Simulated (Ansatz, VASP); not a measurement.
# Cross-check of Te2Mo between VASP and Ansatz

Aim: how closely do two programs agree when they are given the same cell, functional and k mesh? The cell is taken from a series of runs on this material, whose earlier steps may have relaxed, scaled, displaced or heated it; both programs get it as it stands.

Calculated with Ansatz 0.2.0; plane waves, with VASP 6.6.1 beside it; relaxation of cell and atoms at PBE.

**1. Set-up**

It takes space group P6_3/mmc (No. 194, hexagonal). Conventional cell: a = 3.557 Å, b = 3.557 Å, c = 15.207 Å, α = 90.00°, β = 90.00°, γ = 120.00°. Te has 3 Mo at 2.74 Å nearest. Mo has 6 Te at 2.74 Å nearest. Farther neighbours and most contacts between anions are not listed.

**2. Ansatz: relaxation of cell and atoms, PBE**

Ansatz runs on its default PAW (the set named soft_2) files.

The relaxed volume is the usual yardstick between codes: in a stiff, nearly cubic crystal its relative difference is about their pressure difference at one cell divided by the bulk modulus.

File input.yaml:

```yaml
crystal:
  lattice:
    - [3.5570114623, 0.0, 0.0]
    - [-1.7785057312, 3.0804622879, 0.0]
    - [0.0, 0.0, 15.2066541899]
  atoms:
    - { symbol: Te, position: [0.3333333333, 0.6666666667, 0.6311071795] }
    - { symbol: Te, position: [0.6666666667, 0.3333333333, 0.1311071795] }
    - { symbol: Te, position: [0.3333333333, 0.6666666667, 0.8688928205] }
    - { symbol: Te, position: [0.6666666667, 0.3333333333, 0.3688928205] }
    - { symbol: Mo, position: [0.3333333333, 0.6666666667, 0.25] }
    - { symbol: Mo, position: [0.6666666667, 0.3333333333, 0.75] }
kpoints:
  mp_grid: { grid: [9, 9, 2] }
hamiltonian:
  xc: pbe
scf:
  occupations: { method: gaussian, width: 0.02 }
output:
  forces: true
  stress: true
  eigenvalues: true
relax:
  adjacent_minimum: "off"
  f_tol: 0.005
  max_steps: 80
  cell: { stress_tol: 0.05 }
```

Started as:

```bash
$ ansatz run input.yaml --threads 18 --pin off --max-ram 92160MiB --backend cuda --events-out ev --progress --plain --runs-dir out
```

Numbers of over 12 decimals in the logs are rounded to 6 here.

Log:

```text
Engine: ansatz 0.2.0, aarch64-unknown-linux-gnu
Pseudopotentials: kind: paw
Pseudopotential: Te, paw, valence charge 16, recommended cutoff 420 eV (normal), Te.paw.azcp
Pseudopotential: Mo, paw, valence charge 14, recommended cutoff 420 eV (normal), Mo.paw.azcp
Functional definition: PBE
  parameter kappa = 0.804
  parameter beta = 0.066725
  exchange = pbe_x(kappa = kappa, mu = beta*pi^2/3)
  correlation = pbe_c(beta = beta)
device memory: the entry about to start is reckoned to put 3.0 GiB on a device that reports 182.5 GiB free
GPU FFT provider: cuFFT
GPU libraries: cuBLAS 13.8.1, cuFFT 12.4.0, cuSOLVER 12.3.2
GPU matrix products: emulated (plane waves: as basis.precision tells), large ones in fixed point in workspaces of 1.00 GiB
Crystal: 6 atoms, lattice volume = 166.623 Å³
Basis set: ecut = 420 eV, 3201 PW (Γ), exchange–correlation on 48×48×216 points (8 copies of the dense FFT grid, shifted against one another)
Bands: 56, of which v1, the nominal top of the filled ones, is band 46 counted from 1 (45 counted from 0)
Symmetry: 24 space group operations
Space group: P63/mmc (ITA 194), of the structure as read, at distance tolerance 5.5e-5 Å
k-points: 24 of 162
Non-local potential: Te, projectors of the file, l = 0: 2, l = 1: 2, l = 2: 2, l = 3: 2
Non-local potential: Mo, projectors of the file, l = 0: 3, l = 1: 2, l = 2: 2, l = 3: 1
PAW form: soft (Blöchl's): semilocal exchange-correlation on the pseudo side does not see the compensation charge
PAW one-centre angular grid: Te, 590 points (default); XC on 64 Gauss nodes
PAW one-centre angular grid: Mo, 590 points (default); XC on 64 Gauss nodes
Initial density: superposition of atomic densities (neutral atoms: chi_scale 0, normalization atom), corrected by the library's trained network
Initial wavefunctions: pseudopotential atomic-orbital guess
GPU buffer pool allocated for 62208 grid points (all kernels)
GPU transforms: local potential and band sums: pruned to the plane-wave sphere, on 24×24×108
Functional: x = pbe(κ = 0.804, μ = 0.219515), c = pbe(β = 0.066725)
SCF iter   1: F=—  HF=-37833.471844 eV  |F-HF|=—  |Δ(HF+E_count)|=         —  Δρ=4.32e-3  dr2=1.76e-2  ethr=1.77e-3  ⟨swp⟩=8.8  Hψ=5526  notcnv=0
preconditioner: auto → Resta (q_TF=auto, 2.471 Å⁻¹)  ε∞=6.6  [insulator: Δε(μ)=1.033 eV  Ē_g=7.278 eV  σ=0.020 eV  W_gap=1.00  n_scr=52 (ndim 8)  ℏωp=17.3 eV  f_vac=0.105  D(μ)=0.00/eV (n_scr^D=0)  ε∞_Penn≈6.6]
SCF iter   2: F=—  HF=-37833.478896 eV  |F-HF|=—  |Δ(HF+E_count)|=   7.05e-3  Δρ=2.50e-3  dr2=5.07e-3  ethr=1.92e-5  ⟨swp⟩=2.6  Hψ=2248  notcnv=0  defer=48
SCF iter   3: F=—  HF=-37833.482193 eV  |F-HF|=—  |Δ(HF+E_count)|=   3.30e-3  Δρ=1.18e-3  dr2=2.85e-3  ethr=5.51e-6  ⟨swp⟩=2.0  Hψ=1825  notcnv=0  defer=48
SCF iter   4: F=—  HF=-37833.482979 eV  |F-HF|=—  |Δ(HF+E_count)|=   7.86e-4  Δρ=1.48e-4  dr2=5.46e-5  ethr=3.10e-6  ⟨swp⟩=2.0  Hψ=1739  notcnv=0  defer=48
SCF iter   5: F=—  HF=-37833.482941 eV  |F-HF|=—  |Δ(HF+E_count)|=   3.78e-5  Δρ=5.63e-5  dr2=1.19e-5  ethr=5.93e-8  ⟨swp⟩=2.0  Hψ=1710  notcnv=0  defer=48
SCF iter   6: F=—  HF=-37833.482947 eV  |F-HF|=—  |Δ(HF+E_count)|=   5.91e-6  Δρ=1.81e-5  dr2=1.22e-6  ethr=1.30e-8  ⟨swp⟩=2.0  Hψ=1684  notcnv=0  defer=48
SCF iter   7: F=-37833.482948 eV  HF=-37833.482948 eV  |F-HF|=4.59e-8  |Δ(HF+E_count)|=   6.37e-7  Δρ=5.44e-6  dr2=9.56e-8  ethr=1.09e-10  ⟨swp⟩=9.1  Hψ=5723  notcnv=0
SCF 1 converged in 7 iterations: F = -37833.482948 eV  dr2 = 9.56e-8
  greatest PAW one-centre occupation: 0.998 electrons in one spin orbital (limit 2), on the Mo atom at site 5 (counted from 0), in its partial waves of l = 0
relax step   1: F+E_penalty+E_count = -37833.48294795 eV  Δ(F+E_penalty+E_count) = +0.000e0 eV  max|allowed force component| = 1.131e-3 eV/Å  Δτ_max = 0.0000 Å  P = +0.011 GPa  Ω = 166.623 Å³  (7 SCF iters, dr2 threshold 1.00e-7 eV, accepted)
device memory: the entry about to start is reckoned to put 3.0 GiB on a device that reports 182.5 GiB free
GPU FFT provider: cuFFT
GPU libraries: cuBLAS 13.8.1, cuFFT 12.4.0, cuSOLVER 12.3.2
GPU matrix products: emulated (plane waves: as basis.precision tells), large ones in fixed point in workspaces of 1.00 GiB
Initial density: handed on by an earlier stage of this run
Initial wavefunctions: pseudopotential atomic-orbital guess (no wavefunctions were taken with the density)
GPU buffer pool allocated for 62208 grid points (all kernels)
GPU transforms: local potential and band sums: pruned to the plane-wave sphere, on 24×24×108
iter 1 solved again at ethr=1.30e-7 eV; its pass at ethr=3.10e-3 eV (dr2=1.19e-4 eV) is discarded
SCF iter   1: F=—  HF=-37833.482365 eV  |F-HF|=—  |Δ(HF+E_count)|=         —  Δρ=5.18e-6  dr2=7.40e-8  ethr=1.30e-7  ⟨swp⟩=4.2  Hψ=9399  notcnv=0
preconditioner: auto → Resta (q_TF=auto, 2.471 Å⁻¹)  ε∞=6.6  [insulator: Δε(μ)=1.028 eV  Ē_g=7.280 eV  σ=0.020 eV  W_gap=1.00  n_scr=52 (ndim 8)  ℏωp=17.3 eV  f_vac=0.108  D(μ)=0.00/eV (n_scr^D=0)  ε∞_Penn≈6.6]
SCF iter   2: F=—  HF=-37833.482948 eV  |F-HF|=—  |Δ(HF+E_count)|=   5.83e-4  Δρ=3.46e-6  dr2=2.29e-8  ethr=8.04e-11  ⟨swp⟩=2.8  Hψ=2702  notcnv=0
SCF iter   3: F=—  HF=-37833.482948 eV  |F-HF|=—  |Δ(HF+E_count)|=   3.84e-8  Δρ=2.03e-6  dr2=1.42e-8  ethr=2.49e-11  ⟨swp⟩=2.0  Hψ=1718  notcnv=0
SCF iter   4: F=—  HF=-37833.482948 eV  |F-HF|=—  |Δ(HF+E_count)|=   2.57e-8  Δρ=7.45e-7  dr2=1.68e-9  ethr=1.54e-11  ⟨swp⟩=2.0  Hψ=1771  notcnv=0
SCF iter   5: F=—  HF=-37833.482948 eV  |F-HF|=—  |Δ(HF+E_count)|=   1.59e-9  Δρ=2.27e-7  dr2=1.70e-10  ethr=1.83e-12  ⟨swp⟩=2.0  Hψ=1754  notcnv=0
SCF iter   6: F=-37833.482948 eV  HF=-37833.482948 eV  |F-HF|=0.00e0  |Δ(HF+E_count)|=  6.55e-11  Δρ=5.24e-8  dr2=9.78e-12  ethr=1.00e-12  ⟨swp⟩=5.5  Hψ=5023  notcnv=0
SCF 2 converged in 6 iterations: F = -37833.482948 eV  dr2 = 9.78e-12
relax step   2: F+E_penalty+E_count = -37833.48294803 eV  Δ(F+E_penalty+E_count) = -7.261e-8 eV  max|allowed force component| = 1.097e-3 eV/Å  Δτ_max = 0.0000 Å  P = +0.011 GPa  Ω = 166.623 Å³  stress off target by 3.98e-2 GPa  SCF on the basis re-selected at this cell (its energy is not comparable with the rows above)  (6 SCF iters)
basis re-selected at this cell: Δ(F+E_penalty+E_count) = -7.261e-8 eV, ΔP = +0.000 GPa vs the last step (what re-selecting the basis moved, of the pressure what is left beyond the Pulay correction that the steps carried, after the strain that the cell walked since its last selection, with what the two solves' SCF thresholds leave and, on support functions, any second-order correction that the steps lacked; it is no m [...]
SCF converged after 6 iterations
Free energy (F): -37833.482948 eV
Harris-Foulkes:  -37833.482948 eV  (|F-HF|=0.00e0)
Internal energy: -37833.482948 eV  (E = F + TS)
E sigma→0 (E₀):  -37833.482948 eV
Fermi energy:    11.135191 eV
--- Per-component energies (eV) ---
  E_band       = -1300.075732
  E_kinetic    = 1605.482511
  E_local      = -9075.830730  (includes V_loc(G=0)·N_el)
  E_nonlocal   = -952.869662
  E_hartree    = 4903.997951
  E_xc         = -864.059631
  E_vxc        = -874.563184  (∫ρ·V_xc dr)
  E_paw        = -25053.797664  (= ΣΔE_a)
  E_vpaw       = -1810.289672  (= ΣTr[D̂ρ^β])
  E_aug_tail   = -0.000642  (compensation charges beyond the density's cutoff)
  E_ewald      = -8396.405080
  E_smearing   = -0.000000  (= −TS)
  E_closure    = 0.000000  (closes the sum)
  Σ components = -37833.482948   (vs F -37833.482948, Δ=0.00e0)
--- Forces (eV/Å), atoms counted from 1 ---
  atom   1  Te    -0.00000000    -0.00000000     0.00109713
  atom   2  Te     0.00000000     0.00000000     0.00109713
  atom   3  Te    -0.00000000    -0.00000000    -0.00109713
  atom   4  Te     0.00000000     0.00000000    -0.00109713
  atom   5  Mo     0.00000000    -0.00000000     0.00000000
  atom   6  Mo    -0.00000000     0.00000000     0.00000000
  max |Σ_I F_I| component: 1.85e-17 eV/Å
--- Stress (GPa, compression-positive) ---
       -0.003055       0.000000       0.000000
        0.000000      -0.003055       0.000000
        0.000000       0.000000       0.039833
  P = ⅓ Tr σ = 0.0112 GPa (0.112 kbar)
--- Band table (eV; the first three rows and the last of 24) ---
  k-point 0: bands = [... 42 lower, 9.7084, 9.7413, 9.8485, 10.5016, 13.5833, 13.5833, 13.6263, 13.6263, ... 6 higher]
  k-point 1: bands = [... 42 lower, 9.7033, 9.7033, 10.3587, 10.3587, 13.6014, 13.6014, 13.6014, 13.6014, ... 6 higher]
  k-point 2: bands = [... 42 lower, 9.6724, 9.8741, 10.2054, 10.3925, 13.0158, 13.0276, 13.0553, 13.1597, ... 6 higher]
  k-point 23: bands = [... 42 lower, 8.8333, 8.8333, 10.5678, 10.5678, 11.6507, 11.6507, 12.4260, 12.4260, ... 6 higher]
--- Relaxed structure (1 steps of the walk, 1 accepted, 1 SCFs on fresh bases) ---
  F+E_penalty+E_count = -37833.48294803 eV   max|allowed force component| = 1.097e-3 eV/Å   (the final SCF, on the basis selected at the relaxed cell)
  cell:  # Å, volume = 166.6230 Å³
    - [3.557011, 2.886752157556709e-11, 0.0]
    - [-1.778506, 3.080462, 0.0]
    - [0.0, 0.0, 15.2066541899]
  atoms:
    - { symbol: Te, position: [0.333333, 0.666667, 0.6311071795] }
    - { symbol: Te, position: [0.666667, 0.333333, 0.1311071795] }
    - { symbol: Te, position: [0.333333, 0.666667, 0.8688928205] }
    - { symbol: Te, position: [0.666667, 0.333333, 0.3688928205] }
    - { symbol: Mo, position: [0.333333, 0.666667, 0.25] }
    - { symbol: Mo, position: [0.666667, 0.333333, 0.75] }
```

The column dr2 measures how far the density is from self-consistency, as an energy; F and HF (Harris–Foulkes) agree once it is small.

(Continued in part 2 of 2.)

[Lines on the potential files, build, host, timing and source positions are cut from VASP's logs without a mark.]

[Logs are printed without paths, hosts, clocks, repeated set-up lines and the standing remarks that a program may print on its own settings, such as how far it seeks lower states.]

[Hosts, paths, dates, database ids (printed as entryN), source tags and the programs' standing remarks are cut or masked in the printed files.]
